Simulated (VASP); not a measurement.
Given:

```yaml
crystal:
  lattice:
    - [0.00000, 3.54915, 3.54915]
    - [3.54915, 0.00000, 3.54915]
    - [3.54915, 3.54915, 0.00000]
  atoms:
    - { symbol: Sn, position: [0.00000, 0.00000, 0.00000] }
    - { symbol: Nb, position: [0.50000, 0.50000, 0.50000] }
    - { symbol: Nb, position: [0.25000, 0.25000, 0.25000] }
    - { symbol: Nb, position: [0.75000, 0.75000, 0.75000] }
```

These are PBE GGA, VASP's PBE PAW potentials (set 64) (plane waves; VASP 6.6.1) values and carry that method's errors. Settings: 400 eV cut-off, 7×7×7 Γ-centred mesh, first-order Methfessel-Paxton smearing of 0.10 eV, potentials Sn_d Nb_sv.

Unless said otherwise, spin-orbit coupling is left out, though it shifts the bands of the heavy elements here.

Q: What does the run give for the energy per atom (σ→0), pressure, band gap (on the k-mesh) with the smallest direct gap where there is one?

A: 
```yaml
band gap (on the k-mesh): none (metal, semimetal or under 0.01 eV)
energy per atom (σ→0): -8369 meV/atom
pressure: -19.35 GPa
```

Total energies compare only between runs with the same potentials, cut-off and functional.

The structure was generated: Nb3Sn was put into the D03 type (Fm-3m), which need not be its known phase. The cell was not relaxed at this level. The electron count is odd and the run is not spin-polarised, which forces a metal.
